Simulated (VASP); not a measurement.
# Si12HO24 (a cell with a defect) in VASP: further runs, part 2 of 2

VASP 6.6.1. Earlier steps stand in the parts before.

### Step 3. Single point, r2SCAN

Input file INCAR:

```
SYSTEM = Si12HO24
PREC = Accurate ; ENCUT = 450
EDIFF = 1E-6 ; ISMEAR = 0
SIGMA = 0.02 ; LREAL = .False.
LASPH = .True. ; NELM = 80
ALGO = Normal ; ISIF = 2
LWAVE = .False. ; LCHARG = .False.
METAGGA = R2SCAN ; LMIXTAU = .True.
NBANDS = 236
```

Input file KPOINTS:

```
Automatic mesh
0
Gamma
  1 1 1
  0 0 0
```

Input file POSCAR:

```
Si12HO24
1.0
    9.8316000000      0.0000000000      0.0000000000
   -4.9158000000      8.5144153600      0.0000000000
    0.0000000000      0.0000000000     10.8182000000
Si O H
24 48 2
Direct
    0.2709099100      0.0094391800      0.1655027100
    0.9985581900      0.2592514300      0.3363694500
    0.2293313700      0.2350352900      0.9973888100
    0.2536999600      0.9943798200      0.6857301500
    0.9943088900      0.2605859300      0.8263963100
    0.2083269900      0.1946535800      0.5153311300
    0.2621491600      0.4975911800      0.1718615900
    0.0071092300      0.7712372900      0.3283148600
    0.2235410900      0.7272896200      0.0054956200
    0.2669434400      0.4925265000      0.6593211300
    0.9964925600      0.7555626100      0.8443723300
    0.2341662800      0.7379975200      0.4999615600
    0.7679183600      0.0027725800      0.1637768200
    0.5150453800      0.2909717700      0.3263891900
    0.7354828800      0.2356065700      0.9947544900
    0.7500254000      0.9945486100      0.6643177100
    0.4988791700      0.2694374300      0.8323993700
    0.7270726000      0.2340685100      0.4992150500
    0.7874783800      0.5096747300      0.1573528400
    0.5014811400      0.7712337700      0.3306460800
    0.7306058600      0.7321122000      0.9989357800
    0.7689976800      0.5017534200      0.6662599300
    0.4892422100      0.7549201000      0.8332459800
    0.7359702800      0.7334614600      0.4949275200
    0.0585994900      0.1851775900      0.4426589500
    0.2910020100      0.3666465000      0.1058264000
    0.1398598500      0.4267424900      0.2869976000
    0.2009835100      0.0720170000      0.0577487200
    0.4066298400      0.3704627500      0.3615348300
    0.4326514900      0.1539250100      0.2217404800
    0.0637104000      0.2018104000      0.9379856800
    0.2961209500      0.3602216000      0.5945064100
    0.1329963000      0.4206365700      0.7662825000
    0.1440959400      0.0534628100      0.6192837800
    0.3618947100      0.2974696100      0.8889306100
    0.4273668200      0.1382933600      0.7227606500
    0.0698422700      0.7005748600      0.4356703700
    0.2976032600      0.8725800500      0.1047948800
    0.1459163000      0.9395625000      0.2791979800
    0.1925934700      0.5656927500      0.0691771200
    0.3725483100      0.8040633200      0.3955902100
    0.4281822600      0.6421691300      0.2206537200
    0.0484628800      0.6811712500      0.9565332700
    0.2831508900      0.8721161200      0.6050312400
    0.1573768100      0.9148317700      0.8113722100
    0.2107464500      0.5753019700      0.5568150000
    0.3464649500      0.7730380600      0.8905284800
    0.4297587500      0.6246495600      0.7230592100
    0.5674995200      0.2199689900      0.4418414100
    0.8114747800      0.3713264800      0.0999751300
    0.6741022500      0.4415287100      0.2761049300
    0.7048024300      0.0708391800      0.0544039400
    0.8598764000      0.2853916600      0.3919929700
    0.9337635900      0.1388796900      0.2191445800
    0.5688786300      0.2097478700      0.9432799200
    0.7969424800      0.3651871000      0.6090898100
    0.6362505700      0.4334820500      0.7744881600
    0.6856066900      0.0652798700      0.5578710000
    0.8594873700      0.2928012300      0.8810256900
    0.9165469200      0.1276861800      0.7199152000
    0.5689396300      0.6934002000      0.4307230900
    0.7919415500      0.8629271600      0.1084292300
    0.6399768800      0.9359748100      0.2761740900
    0.7067804900      0.5682967600      0.0547796900
    0.8688771100      0.7964578400      0.3870153500
    0.9505596500      0.6538900700      0.2097545600
    0.5644435100      0.7011425300      0.9437322700
    0.7805881900      0.8618020400      0.6029322100
    0.6206643000      0.9221698500      0.7749832700
    0.7103227700      0.5713318500      0.5546426500
    0.8615482000      0.7938688900      0.8892565300
    0.9332905500      0.6387354700      0.7249986100
    0.4686794900      0.4825753500      0.3818611000
    0.2988123500      0.1307961000      0.4368520900
```

Potentials or basis: VASP PAW PBE potentials, release 64 (Si, O, H).

Launch:

```console
$ cat potpaw_PBE.64/Si/POTCAR potpaw_PBE.64/O/POTCAR potpaw_PBE.64/H/POTCAR > POTCAR
$ mpirun -np 1 vasp_std > vasp.out
```

Wall time 28 min (1 thread of Intel Xeon Platinum 8488C (Sapphire Rapids), shared host); peak memory 0.9 GiB.

The run converged. Its results:

- Free energy: -719.8042 eV
- Largest force: 1.867 eV/Å
- Band gap on the k mesh: 5.80 eV, direct

Forces in eV/Å, atoms in the order of the input:
```
Si   0.001  0.024  0.025
Si  -0.048  0.056 -0.055
Si  -0.010 -0.047  0.027
Si   0.100 -0.039  0.077
Si  -0.035  0.016 -0.017
Si   0.957 -0.539 -0.663
Si   0.027  0.019 -0.030
Si   0.008  0.066 -0.016
Si  -0.008 -0.078  0.016
Si  -0.003  0.064  0.010
Si   0.030  0.047  0.018
Si  -0.023 -0.014 -0.022
Si   0.034 -0.004  0.002
Si   0.001 -0.069  0.042
Si  -0.009 -0.020  0.004
Si   0.052 -0.005 -0.008
Si  -0.018  0.042  0.006
Si  -0.053 -0.030 -0.008
Si   0.052 -0.015  0.038
Si  -0.009  0.024 -0.002
Si  -0.035 -0.030  0.007
Si   0.034 -0.008 -0.022
Si  -0.005  0.032  0.016
Si  -0.027 -0.037  0.009
O    0.206  0.201 -0.058
O   -0.261 -0.024 -0.109
O    0.111 -0.225 -0.178
O    0.156  0.242  0.127
O    0.297  0.218  0.023
O   -0.191  0.016  0.081
O    0.108  0.240 -0.151
O   -0.243 -0.143 -0.080
O    0.148 -0.214 -0.133
O    0.359  0.228 -0.187
O    0.114 -0.238  0.127
O   -0.278  0.000  0.198
O    0.105  0.271 -0.119
O   -0.268 -0.056 -0.104
O    0.103 -0.295 -0.236
O    0.182  0.217  0.118
O    0.099 -0.265  0.101
O   -0.230 -0.020  0.185
O    0.109  0.293 -0.185
O   -0.231 -0.047 -0.052
O   -0.046 -0.178 -0.276
O    0.144  0.184  0.135
O    0.123 -0.170  0.147
O   -0.283  0.014  0.118
O    0.292  0.274 -0.151
O   -0.291 -0.012 -0.132
O   -0.007 -0.165 -0.196
O    0.157  0.222  0.136
O    0.138 -0.210  0.136
O   -0.256 -0.009  0.175
O    0.124  0.222 -0.169
O   -0.279 -0.008 -0.131
O    0.149 -0.216 -0.132
O    0.191  0.218  0.135
O    0.130 -0.230  0.163
O   -0.255  0.037  0.142
O    0.085  0.282 -0.098
O   -0.255 -0.009 -0.150
O    0.139 -0.227 -0.156
O    0.181  0.241  0.120
O    0.114 -0.228  0.138
O   -0.259 -0.048  0.166
O    0.121  0.223 -0.155
O   -0.228 -0.020 -0.143
O    0.151 -0.219 -0.142
O    0.120  0.208  0.130
O    0.136 -0.261  0.180
O   -0.247 -0.006  0.175
H   -0.059 -0.257 -0.073
H   -1.436  0.495  1.085
```

Levels at points of the mesh, in eV from the valence-band top:
```tsv
k point	band 190	band 191	band 192	band 193	band 194	band 195	band 196	band 197
(0.00, 0.00, 0.00)	-0.87	-0.80	-0.77	0.00	5.80	7.39	7.74	7.77
```

Caveat: the PAW data sets were made with another functional, which shifts forces and pressure a little.
